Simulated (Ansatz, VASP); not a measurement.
## SiTeS (1T-SiSTe monolayer) in two plane-wave programs

Wanted: the spread between two codes on one cell, functional and k mesh. The structure shown is the start of the Ansatz relaxation below; VASP solves that cell, so the two are compared at the walk's first step.

Program: Ansatz 0.2.0. Level of theory: plane waves, with VASP 6.6.1 beside it; single point at LDA. Results are calculated unless marked as measured.

### Step 1. Set-up

The cell holds 3 atoms: 1 Te, 1 Si and 1 S. Cell: a = 3.361 Å, b = 3.361 Å, c = 35.605 Å, α = 90.0°, β = 90.0°, γ = 120.0°. Vacuum lies along c.

### Step 2. Ansatz: relaxation, LDA

Ansatz runs on its default PAW (the set named soft_2) files.

The two programs are compared at the cell with which this relaxation starts, whose forces are those of its first step.

Input file input.yaml:

```yaml
crystal:
  lattice:
    - [3.3612985, 0.0, 0.0]
    - [-1.68064925, 2.9109698907, 0.0]
    - [0.0, 0.0, 35.60477885]
  atoms:
    - { symbol: Te, position: [0.6666666667, 0.3333333333, 0.4676338553] }
    - { symbol: Si, position: [0.0, 0.0, 0.5072451576] }
    - { symbol: S, position: [0.3333333333, 0.6666666667, 0.5323661447] }
  periodic: [true, true, false]
kpoints:
  mp_grid: { grid: [12, 12, 1] }
hamiltonian:
  xc: lda
scf:
  occupations: { method: fermi_dirac, width: 0.05 }
  convergence: { dr2_threshold: 1.0e-09 }
relax:
  f_tol: 0.004
  max_steps: 90
  cell: {}
output:
  write_potential: true
  write_density: true
  volumetric_format: npy
```

Run with:

```
ansatz run input.yaml --threads 2 --pin off --max-ram 3072MiB --backend cpu --events-out ev --progress --plain --runs-dir out
```

Numbers of over 12 decimals in the logs are rounded to 6 here.

The log of the run:

```text
Warning: relax.cell: scf.convergence.dr2_threshold = 1e-9 eV is looser than the 1.98140671046e-10 eV advised for a relaxation that steers and ends on the stress (1e-10 eV for each atom of the cell: 3, times the square of relax.cell.stress_2d_tol = 0.05 N/m over 12.3 Å (the atoms' height at the walk's start and 5 Å past either face), 4.063e-2 GPa, over a crystal's default 0.05). What an SCF threshold leaves in a stress goes as its square root, and in the free energy as the threshold itself, and one threshold admits the most on a small cell: [figures from the program's tests cut] Set scf.convergence.dr2_threshold to 1.98140671046e-10 eV or tighter. [rest of the remark cut]
Engine: ansatz 0.2.0, aarch64-unknown-linux-gnu
Pseudopotentials: kind: paw
Pseudopotential: Te, paw, valence charge 16, recommended cutoff 420 eV (normal), Te.paw.azcp
Pseudopotential: Si, paw, valence charge 4, recommended cutoff 420 eV (normal), Si.paw.azcp
Pseudopotential: S, paw, valence charge 6, recommended cutoff 420 eV (normal), S.paw.azcp
Functional definition: SPW92
  exchange = slater_x
  correlation = pw_c
Crystal: 3 atoms, lattice volume = 348.380 Å³
Basis set: ecut = 420 eV, 6839 PW (Γ)
Bands: 17, of which v1, the nominal top of the filled ones, is band 13 counted from 1 (12 counted from 0)
Symmetry: 6 space group operations
Space group: P3m1 (ITA 156), of the structure as read, at distance tolerance 7.0e-5 Å
k-points: 19 of 144 (time reversal used)
Non-local potential: Te, projectors of the file, l = 0: 2, l = 1: 2, l = 2: 2, l = 3: 2
Non-local potential: Si, projectors of the file, l = 0: 2, l = 1: 2, l = 2: 2
Non-local potential: S, projectors of the file, l = 0: 2, l = 1: 2, l = 2: 2
PAW form: soft (Blöchl's): semilocal exchange-correlation on the pseudo side does not see the compensation charge
PAW frozen core: Te, regenerated for the run's functional, and the local potential with it (the file was generated under x = pbe(κ = 0.804, μ = 0.219515), c = pbe(β = 0.066725))
PAW frozen core: Si, regenerated for the run's functional, and the local potential with it (the file was generated under x = pbe(κ = 0.804, μ = 0.219515), c = pbe(β = 0.066725))
PAW frozen core: S, regenerated for the run's functional, and the local potential with it (the file was generated under x = pbe(κ = 0.804, μ = 0.219515), c = pbe(β = 0.066725))
PAW one-centre angular grid: Te, 590 points (default); XC on 64 Gauss nodes
PAW one-centre angular grid: Si, 110 points (default); XC on 64 Gauss nodes
PAW one-centre angular grid: S, 110 points (default); XC on 64 Gauss nodes
Initial density: superposition of atomic densities (neutral atoms: chi_scale 0, normalization atom), corrected by the library's trained network
Initial wavefunctions: pseudopotential atomic-orbital guess
Functional: x = slater, c = lda
SCF iter   1: F=—  HF=-8303.797265 eV  |F-HF|=—  |Δ(HF+E_count)|=         —  Δρ=2.61e-3  dr2=7.23e-2  ethr=1.77e-3  ⟨swp⟩=16.2  Hψ=3625  notcnv=0
preconditioner: auto → LDOS  [metal: Δε(μ)=0.106 eV  Ē_g=10.787 eV  σ=0.050 eV  W_gap=0.41  n_scr=20 (ndim 8)  ℏωp=8.0 eV  f_vac=0.813  D(μ)=0.82/eV (n_scr^D=6)  β→1.0]
SCF iter   2: F=—  HF=-8303.795753 eV  |F-HF|=—  |Δ(HF+E_count)|=   1.51e-3  Δρ=1.09e-3  dr2=4.28e-2  ethr=2.78e-4  ⟨swp⟩=6.3  Hψ=1013  notcnv=0
SCF iter   3: F=—  HF=-8303.790224 eV  |F-HF|=—  |Δ(HF+E_count)|=   5.53e-3  Δρ=3.22e-4  dr2=1.80e-3  ethr=1.65e-4  ⟨swp⟩=5.4  Hψ=719  notcnv=0
SCF iter   4: F=—  HF=-8303.790015 eV  |F-HF|=—  |Δ(HF+E_count)|=   2.09e-4  Δρ=5.97e-5  dr2=1.86e-5  ethr=6.93e-6  ⟨swp⟩=3.5  Hψ=656  notcnv=0
SCF iter   5: F=—  HF=-8303.790026 eV  |F-HF|=—  |Δ(HF+E_count)|=   1.12e-5  Δρ=2.82e-5  dr2=4.68e-6  ethr=7.17e-8  ⟨swp⟩=3.5  Hψ=788  notcnv=0
SCF iter   6: F=—  HF=-8303.790025 eV  |F-HF|=—  |Δ(HF+E_count)|=   1.60e-6  Δρ=7.81e-6  dr2=2.69e-7  ethr=1.80e-8  ⟨swp⟩=2.9  Hψ=534  notcnv=0
SCF iter   7: F=—  HF=-8303.790010 eV  |F-HF|=—  |Δ(HF+E_count)|=   1.48e-5  Δρ=4.04e-6  dr2=7.93e-8  ethr=1.03e-9  ⟨swp⟩=3.3  Hψ=718  notcnv=0
SCF iter   8: F=—  HF=-8303.790010 eV  |F-HF|=—  |Δ(HF+E_count)|=   6.76e-9  Δρ=1.70e-6  dr2=1.37e-8  ethr=3.05e-10  ⟨swp⟩=2.7  Hψ=644  notcnv=0
SCF iter   9: F=-8303.790010 eV  HF=-8303.790010 eV  |F-HF|=5.38e-10  |Δ(HF+E_count)|=   2.77e-9  Δρ=2.99e-7  dr2=6.44e-10  ethr=3.85e-12  ⟨swp⟩=12.3  Hψ=2983  notcnv=0
SCF 1 converged in 9 iterations: F = -8303.790010 eV  dr2 = 6.44e-10
[...]
SCF iter   5: F=—  HF=-8305.802644 eV  |F-HF|=—  |Δ(HF+E_count)|=   2.28e-9  Δρ=4.83e-7  dr2=3.55e-9  ethr=1.68e-10  ⟨swp⟩=3.4  Hψ=628  notcnv=0
SCF iter   6: F=-8305.802644 eV  HF=-8305.802644 eV  |F-HF|=7.09e-11  |Δ(HF+E_count)|=   1.30e-9  Δρ=1.40e-7  dr2=6.19e-11  ethr=3.85e-12  ⟨swp⟩=11.9  Hψ=2399  notcnv=0
SCF 7 converged in 6 iterations: F = -8305.802644 eV  dr2 = 6.19e-11
relax step   7: F+E_penalty+E_count = -8305.80264354 eV  Δ(F+E_penalty+E_count) = -4.120e-5 eV  max|allowed force component| = 4.306e-3 eV/Å  Δτ_max = 0.0011 Å  P = +0.005 N/m  Ω = 368.936 Å³  energy of the carried Pulay correction = -9.656e-4 eV  fix = [c, alpha, beta]  reactions: c +0.000 N/m  (6 SCF iters, accepted)
[...]
relax step   8: F+E_penalty+E_count = -8305.80264382 eV  Δ(F+E_penalty+E_count) = -2.891e-7 eV  max|allowed force component| = 9.315e-7 eV/Å  Δτ_max = 0.0003 Å  P = +0.000 N/m  Ω = 368.950 Å³  energy of the carried Pulay correction = -9.662e-4 eV  fix = [c, alpha, beta]  reactions: c +0.000 N/m  (5 SCF iters, accepted)
[...]
relax step   9: F+E_penalty+E_count = -8305.80358145 eV  Δ(F+E_penalty+E_count) = -9.376e-4 eV  max|allowed force component| = 2.950e-4 eV/Å  Δτ_max = 0.0000 Å  P = +0.002 N/m  Ω = 368.950 Å³  fix = [c, alpha, beta]  reactions: c +0.000 N/m  stress off target by 1.97e-3 N/m on what of the cell is left free  SCF on the basis re-selected at this cell (its energy is not comparable with the rows above)  (5 SCF iters)
basis re-selected at this cell: Δ(F+E_penalty+E_count) = -9.376e-4 eV, ΔP = +0.002 N/m vs the last step (what re-selecting the basis moved, of the pressure what is left beyond the Pulay correction that the steps carried, after the strain that the cell walked since its last selection, with what the two solves' SCF thresholds leave and, on support functions, any second-order correction that the steps lacked; it is no m [...]
WARN: The output density's exchange-correlation potential varies sharply where the density is thin. Do not read a vacuum level from v_tot or v_xc, or from such a field of the output density. On a cell that repeats whose density bears no net charge and no dipole along the vacuum's axis use v_es (v_loc + v_h of the components); under efield.dipole_correction with no amplitude use v_es + v_field, which holds any externa [...]
SCF converged after 5 iterations
Free energy (F): -8305.803581 eV
Harris-Foulkes:  -8305.803581 eV  (|F-HF|=6.93e-9)
Internal energy: -8305.794620 eV  (E = F + TS)
E sigma→0 (E₀):  -8305.799101 eV
Entropy (-TS):   -0.008962 eV (-2.987 meV/atom)
Fermi energy:    -4.888854 eV
--- Per-component energies (eV) ---
  E_band       = -596.699496
  E_kinetic    = 332.839868
  E_local      = -44613.612484  (includes V_loc(G=0)·N_el)
  E_nonlocal   = -249.623056
  E_hartree    = 22283.017757
  E_xc         = -276.325423
  E_vxc        = -241.626081  (∫ρ·V_xc dr)
  E_paw        = -5564.625972  (= ΣΔE_a)
  E_vpaw       = -390.712140  (= ΣTr[D̂ρ^β])
  E_aug_tail   = -0.000174  (compensation charges beyond the density's cutoff)
  E_ewald      = 19781.618674
  E_core_change = 0.916189  (= ΣΔE_core)
  E_smearing   = -0.008962  (= −TS)
  E_closure    = -0.000000  (closes the sum)
  Σ components = -8305.803581   (vs F -8305.803581, Δ=0.00e0)
--- Forces (eV/Å), atoms counted from 1 ---
  atom   1  Te     0.00000000    -0.00000000     0.00007773
  atom   2  Si     0.00000000    -0.00000000     0.00024372
  atom   3  S      0.00000000    -0.00000000    -0.00028180
  max |Σ_I F_I| component: 3.96e-5 eV/Å
--- 2D stress c σ (N/m, compression-positive) ---
        0.001971      -0.000000      -0.000000
       -0.000000       0.001971       0.000000
       -0.000000       0.000000       0.000000
  P = ½ c Tr σ = 0.0020 N/m
--- Band table (eV; the first three rows and the last of 19) ---
  k-point 0: bands = [... 9 lower, -7.3876, -7.3876, -4.2886, -4.2886, -3.8408, -1.5939, -1.3258, -1.3258]
  k-point 1: bands = [... 9 lower, -7.5526, -7.5499, -5.0995, -4.3626, -3.3370, -1.6832, -1.2955, -1.2009]
  k-point 2: bands = [... 9 lower, -7.9290, -7.4250, -6.5294, -4.6283, -3.2477, -1.7596, -0.8026, -0.7987]
  k-point 18: bands = [... 9 lower, -10.2391, -10.2319, -7.4690, -6.7644, -4.3814, -1.0850, -0.2754, 0.1673]
  the weakly bound empty levels are not read free of the cell's end (no_gap_told)
--- Relaxed structure (8 steps of the walk, 8 accepted, 1 SCFs on fresh bases) ---
  F+E_penalty+E_count = -8305.80358145 eV   max|allowed force component| = 2.950e-4 eV/Å   (the final SCF, on the basis selected at the relaxed cell)
  cell:  # Å, volume = 368.9500 Å³
    - [3.459110, 0, 0]
    - [-1.729555, 2.995677, 0]
    - [0, 0, 35.60477885]
  atoms:
    - { symbol: Te, position: [0.666667, 0.333333, 0.457974] }
    - { symbol: Si, position: [0, 0, 0.507369] }
    - { symbol: S, position: [0.333333, 0.666667, 0.541903] }
```

Reading the cycles: dr2 is the Hartree energy of the density residual (eV), the measure of convergence; HF is the Harris–Foulkes estimate of the energy, which meets the free energy F at convergence.

### Step 3. VASP: single point, LDA, start cell

The same cell, functional (in two slightly different forms), mesh and smearing now go to VASP, with its own data sets.

Lines of VASP's logs that name or quote its potential files are left out, and so is its time.

Input file INCAR:

```
SYSTEM = SiTeS
PREC = Accurate
ENCUT = 400
EDIFF = 1E-06
NELM = 120
ISMEAR = -1
SIGMA = 0.05
LREAL = .FALSE.
ALGO = Normal
GGA = PW92
NBANDS = 14
LORBIT = 11
LWAVE = .FALSE.
LCHARG = .FALSE.
ISIF = 2
LDIPOL = .TRUE.
IDIPOL = 3
DIPOL = 0.5 0.5 0.502
LVHAR = .TRUE.
LASPH = .TRUE.
GGA_COMPAT = .FALSE.
NELMDL = -8
```

Input file POSCAR:

```
SiTeS
1.0
    3.3612980000      0.0000000000      0.0000000000
   -1.6806490000      2.9109700000      0.0000000000
    0.0000000000      0.0000000000     35.6047790000
Te Si S
1 1 1
Direct
    0.6666666094      0.3333332188      0.4676338533
    0.9999999427      0.9999998855      0.5072451650
    0.3333332761      0.6666665521      0.5323661467
```

Input file KPOINTS:

```
Automatic mesh
0
Gamma
12 12 1
0 0 0
```

Potentials, in the order of the species: Te, Si and S (LDA family, release 64).

Run with:

```
mpirun -np 1 vasp_std
```

The log of the run:

```text
[banner, memory and clock lines left out]
running    1 mpi-ranks, on    1 nodes
 distrk:  each k-point on    1 cores,    1 groups
 distr:  one band on    1 cores,    1 groups

 POSCAR found type information on POSCAR TeSiS
 POSCAR found :  3 types and       3 ions
|                                                                             |
|               ----> ADVICE to this user running VASP <----                  |
|                                                                             |
|     You enforced a specific xc type in the INCAR file but a different       |
|     [... a line on the potential file left out ...]
|     I HOPE YOU KNOW WHAT YOU ARE DOING!                                     |
|                                                                             |

 LDA part: xc-table for (Slater(with rela. corr.)+PW92), standard interpolation
 POSCAR, INCAR and KPOINTS ok, starting setup
 FFT: planning ... GRIDC
 FFT: planning ... GRID_SOFT
 FFT: planning ... GRID
 WAVECAR not read
 entering main loop
       N       E                     dE             d eps       ncg     rms          rms(c)
DAV:   1     0.123083005064E+03    0.12308E+03   -0.40869E+03   540   0.617E+02
DAV:   2    -0.676041544938E+00   -0.12376E+03   -0.11407E+03   956   0.133E+02
DAV:   3    -0.129971141945E+02   -0.12321E+02   -0.12010E+02   722   0.572E+01
DAV:   4    -0.133628120249E+02   -0.36570E+00   -0.36323E+00   752   0.120E+01
DAV:   5    -0.133763333764E+02   -0.13521E-01   -0.13516E-01   788   0.234E+00
DAV:   6    -0.133766285368E+02   -0.29516E-03   -0.29515E-03   814   0.308E-01
DAV:   7    -0.133766338763E+02   -0.53395E-05   -0.53396E-05   828   0.371E-02
DAV:   8    -0.133766339463E+02   -0.70018E-07   -0.69604E-07   700   0.416E-03    0.164E+01
DAV:   9    -0.129131429279E+02    0.46349E+00   -0.51628E-01   700   0.486E+00    0.912E+00
DAV:  10    -0.128262096012E+02    0.86933E-01   -0.42806E-01   742   0.392E+00    0.186E+00
DAV:  11    -0.128221052329E+02    0.41044E-02   -0.40109E-02   712   0.137E+00    0.639E-01
DAV:  12    -0.128197810604E+02    0.23242E-02   -0.58830E-03   730   0.498E-01    0.293E-01
DAV:  13    -0.128196295516E+02    0.15151E-03   -0.14905E-03   738   0.235E-01    0.115E-01
DAV:  14    -0.128198005348E+02   -0.17098E-03   -0.14163E-04   772   0.714E-02    0.414E-02
[...]
DAV:  19    -0.128205416834E+02   -0.45408E-04   -0.24613E-06   714   0.512E-03    0.279E-03
DAV:  20    -0.128205759796E+02   -0.34296E-04   -0.56043E-07   628   0.297E-03    0.273E-03
DAV:  21    -0.128206094246E+02   -0.33445E-04   -0.82884E-07   620   0.263E-03    0.211E-03
DAV:  22    -0.128206116212E+02   -0.21965E-05   -0.25088E-08   590   0.792E-04    0.134E-03
DAV:  23    -0.128206287181E+02   -0.17097E-04   -0.71194E-07   550   0.213E-03    0.457E-04
DAV:  24    -0.128206299471E+02   -0.12290E-05   -0.25110E-08   596   0.593E-04    0.539E-04
DAV:  25    -0.128206321908E+02   -0.22437E-05   -0.34706E-08   512   0.573E-04    0.328E-04
DAV:  26    -0.128206330947E+02   -0.90388E-06   -0.20872E-08   536   0.369E-04
   1 F= -.12820633E+02 E0= -.12817383E+02  d E =-.650077E-02
```

[end of part 1 of 2]

[Lines on the potential files, build, host, timing and source positions are cut from VASP's logs without a mark.]

[Logs are printed without paths, hosts, clocks, repeated set-up lines and the standing remarks that a program may print on its own settings, such as how far it seeks lower states.]

[Hosts, paths, dates, database ids (printed as entryN), source tags and the programs' standing remarks are cut or masked in the printed files.]
